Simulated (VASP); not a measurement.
GaSn:

```
CELL_PARAMETERS angstrom
0.00000 2.90288 3.09822
2.72925 0.00000 3.09822
2.72925 2.90288 0.00000
ATOMIC_POSITIONS crystal
Ga 0.50000 0.50000 0.50000
Sn 0.00000 0.00000 0.00000
```

The cell was built by a generator and needn't be a form met in nature.

- Program: VASP 6.6.1
- Task: relaxation of cell and atoms
- Functional: r2SCAN
- Potentials or basis: VASP PAW PBE potentials, release 64 (Ga_d, Sn_d)
- Cutoff: 600 eV
- k mesh: 8 × 8 × 8
- Occupations: methfessel-paxton, width 0.2 eV
- Spin: no spin polarisation

At the start: pressure -1.0 GPa; volume 24.55 Å³/atom.

Q: How do energy, volume and symmetry change on relaxing?

A: Over 11 steps the energy falls by 63.3 meV/atom and the volume is 23.53 Å³/atom (-4.1 %); space group Fm-3m (No. 225, to 0.05 Å).

Step by step:
```csv
step,energy change (eV),largest force (eV/Å),pressure (GPa),volume (Å³)
1,0.0000,0.0000,-1.05,49.09
2,-0.0972,0.0000,-0.73,47.90
3,-0.1144,0.0000,1.08,46.27
4,-0.1263,0.0000,0.20,46.93
5,-0.1263,0.0000,0.11,46.97
6,-0.1266,0.0000,-0.05,47.13
7,-0.1266,0.0000,-0.11,47.16
8,-0.1266,0.0000,-0.04,47.15
9,-0.1266,0.0000,-0.10,47.15
10,-0.1267,0.0000,0.04,47.06
11,-0.1267,0.0000,-0.01,47.07
```

Final structure:
```cif
data_structure
_symmetry_space_group_name_H-M 'P 1'
_symmetry_Int_Tables_number 1
_cell_length_a 4.0538
_cell_length_b 4.0522
_cell_length_c 4.0522
_cell_angle_alpha 60.026
_cell_angle_beta 59.987
_cell_angle_gamma 59.987
_cell_volume 47.07
loop_
_atom_site_label
_atom_site_type_symbol
_atom_site_fract_x
_atom_site_fract_y
_atom_site_fract_z
_atom_site_occupancy
Ga1 Ga 0.50000 0.50000 0.50000 1
Sn1 Sn 0.00000 0.00000 0.00000 1
```

Caveat: the PAW data sets were made with another functional, which shifts forces and pressure a little.
